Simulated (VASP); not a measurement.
Method: PBEsol GGA, VASP's PBE PAW potentials (set 64) (plane waves; VASP 6.6.1).

VASP input:

**KPOINTS**
```
Automatic mesh
0
Gamma
4 4 4
0 0 0
```

POSCAR:
```
Al3GaSb4
1.0
  6.1632951913   0.0000000000   0.0000000000
  0.0000000000   6.1632951913   0.0000000000
  0.0000000000   0.0000000000   6.1632951913
Ga Sb Al
1 4 3
Cart
  0.0000000000   0.0000000000   0.0000000000
  1.5384053436   1.5384053436   1.5384053436
  4.6248898477   4.6248898477   1.5384053436
  4.6248898477   1.5384053436   4.6248898477
  1.5384053436   4.6248898477   4.6248898477
  3.0816475956   3.0816475956   0.0000000000
  3.0816475956   0.0000000000   3.0816475956
  0.0000000000   3.0816475956   3.0816475956
```

**INCAR**
```
IBRION = 2   # conjugate gradients
EDIFF = 1E-6   # SCF stop (eV)
GGA = PS   # PBEsol
LCHARG = .FALSE.
SYSTEM = Al3GaSb4
EDIFFG = -0.02   # ionic stop
PREC = Accurate
LASPH = .TRUE.   # aspherical one-centre terms
ENCUT = 400   # plane-wave cut-off (eV)
LMAXMIX = 4   # l cut-off of mixed one-centre charges
LWAVE = .FALSE.
NELM = 100   # most electronic steps
NSW = 60
SIGMA = 0.05
ISIF = 3
ALGO = Normal
ISMEAR = 0   # Gaussian
LREAL = .FALSE.   # projection in real space or not
```

POTCAR, in this order: Ga_d Sb Al (PBE.64 set). Program: vasp_std.

Problem. What will the output report for the number of irreducible k-points (NKPTS), number of bands (NBANDS), largest plane-wave count, number of space-group operations, FFT grid (NGX, NGY, NGZ)?

Solution. 
```
Item                                          Result
--------------------------------------  ------------
number of irreducible k-points (NKPTS)            10
number of bands (NBANDS)                          26
largest plane-wave count                        4337
number of space-group operations                  24
FFT grid (NGX, NGY, NGZ)                40 × 40 × 40
```

The structure was generated: Al3GaSb4 was put into an ordered model structure (P-43m), which need not be its known phase. This run relaxes it. Symmetry was kept, so distortions that lower it aren't found. The start is the result of an earlier pass.
